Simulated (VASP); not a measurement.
Energy against volume of Li (bcc). All values below come from rev-vdW-DF2, VASP's PBE PAW potentials (set 64) (plane waves; VASP).

```tsv
V (Å³/atom)	E (eV/atom)
18.921	-1.15197
19.524	-1.15500
20.128	-1.15623
20.732	-1.15586
21.336	-1.15411
```

Question: Fit a third-order Birch-Murnaghan equation of state.

Answer: 
```
Property                                         Result
---------------------------------------  --------------
volume per atom                          20.28 Å^3/atom
bulk modulus                                   13.7 GPa
pressure derivative of the bulk modulus            3.31
lattice constant a                              3.436 Å
```

Measured: bulk modulus 13.8 GPa at 0 K (computed value off by -0.9 %), as given by H. Levämäki et al., Physical Review B (2014), arXiv:1402.3671 [corrected for temperature and zero-point phonon effects]; a 3.449 Å at 0 K (computed value off by -0.4 %), as given by Gábor I. Csonka et al., Physical Review B (2009), arXiv:0903.4037 [low-temperature or extrapolated to 0 K; zero-point anharmonic expansion removed].

The compound is Li in the bcc structure. It was relaxed first.
